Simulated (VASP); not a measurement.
Zn₄S₃Te (ordered alloy cell): computed properties

These are PBEsol GGA, VASP's PBE PAW potentials (set 64) (plane waves; VASP) values and carry that method's errors.

For Zn₄S₃Te, the space group is P-43m (215) and the cell comes out as a = b = c = 5.5396 Å, α = β = γ = 90.00°. The volume per atom comes out as 21.25 Å³/atom, the band gap (over mesh and band path) is 1.18 eV and the smallest direct gap (over mesh and band path) is 1.18 eV. The band-edge character is direct, Γ to Γ. The density is 4.74 g/cm³.

```
Zn4S3Te
1.0
    5.53963     0.00000     0.00000
    0.00000     5.53963     0.00000
    0.00000     0.00000     5.53963
Zn Te S
4 1 3
Direct
  0.98470   0.98470   0.98470
  0.51530   0.51530   0.98470
  0.51530   0.98470   0.51530
  0.98470   0.51530   0.51530
  0.25000   0.25000   0.25000
  0.75000   0.75000   0.25000
  0.75000   0.25000   0.75000
  0.25000   0.75000   0.75000
```

Unless said otherwise, spin-orbit coupling is left out, though it shifts the bands of the heavy elements here.

The structure was generated: Zn4S3Te was put into an ordered model structure (P-43m), which need not be its known phase. It was relaxed first. Symmetry was kept, so distortions that lower it aren't found.
